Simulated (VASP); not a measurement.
Here is a VASP 6.6.1 calculation.

The input INCAR:

```
SYSTEM = HPbNO4
PREC     = Accurate       ! precision mode
ENCUT    = 520            ! plane-wave cutoff, eV
EDIFF    = 1E-7           ! SCF threshold, eV
ISMEAR   = -1             ! smearing method
SIGMA    = 0.05           ! smearing width, eV
LREAL    = .False.        ! projectors in reciprocal space
LASPH    = .True.         ! aspherical terms in the spheres
NELM     = 60             ! most SCF steps
ALGO     = Normal         ! electronic algorithm
ISIF     = 2              ! what is computed and relaxed
LWAVE    = .False.        ! write WAVECAR
LCHARG   = .True.         ! write CHGCAR
GGA      = PE             ! functional
LVHAR    = .True.       
NBANDS   = 57             ! bands
KPAR     = 4
```

Contents of KPOINTS:

```
regular mesh
0
Gamma
  7 5 4
  0 0 0
```

The input POSCAR:

```
HPbNO4
1.0
    4.1204000000     -0.0008100000     -0.0112000000
    0.0040400000      6.4272200000      0.0536000000
    0.0279100000      3.2070700000      7.7499400000
H Pb N O
2 2 2 8
Direct
    0.8892990000      0.2103390000      0.4922740000
    0.3985440000      0.7741480000      0.5143100000
    0.4059330000      0.3119250000      0.7074950000
    0.8981720000      0.6877450000      0.2902020000
    0.6213850000      0.1915740000      0.2070380000
    0.1371720000      0.8068370000      0.7923560000
    0.8952020000      0.3269450000      0.5419270000
    0.5349710000      0.3951280000      0.1907790000
    0.5288210000      0.1155350000      0.1066040000
    0.8304590000      0.0902180000      0.3296680000
    0.3873460000      0.6670060000      0.4544980000
    0.0383370000      0.6119490000      0.8020550000
    0.0327020000      0.8972720000      0.8944340000
    0.3345130000      0.9128980000      0.6686330000
```

Potentials or basis: VASP PAW PBE potentials, release 64 (H, Pb_d, N, O).

Run with:

```bash
$ cat potpaw_PBE.64/H/POTCAR potpaw_PBE.64/Pb_d/POTCAR potpaw_PBE.64/N/POTCAR potpaw_PBE.64/O/POTCAR > POTCAR
$ mpirun -np 4 vasp_std > vasp.out
```

**Question.** Predict the largest force.

**Answer.** 5.757 eV/Å.

**Question.** Predict the pressure.

**Answer.** -0.6 GPa.

**Question.** Estimate the band gap on the k mesh.

**Answer.** 2.97 eV, indirect (least direct gap 3.03 eV).

Forces on the atoms (eV/Å):
```
H   -0.031  0.072 -0.136
H   -0.173 -0.250 -0.278
Pb  -0.248 -0.058 -0.208
Pb  -0.217 -0.241  0.119
N    1.586  5.064  2.233
N   -0.876 -1.012 -0.026
O    0.242  0.102  0.199
O    0.037 -1.104  0.202
O   -1.183 -3.072 -2.070
O   -0.450 -0.845 -0.370
O    0.446  0.377  0.253
O    0.146  1.231  0.483
O    0.580 -0.920 -0.768
O    0.140  0.656  0.367
```

Caveat: the standard files for N, O and F lose accuracy on very short bonds; spin-orbit coupling is left out, which as a rule narrows the gap of such compounds by several tenths of an eV; an odd mesh through Γ misses points on the zone boundary, where band edges often lie.
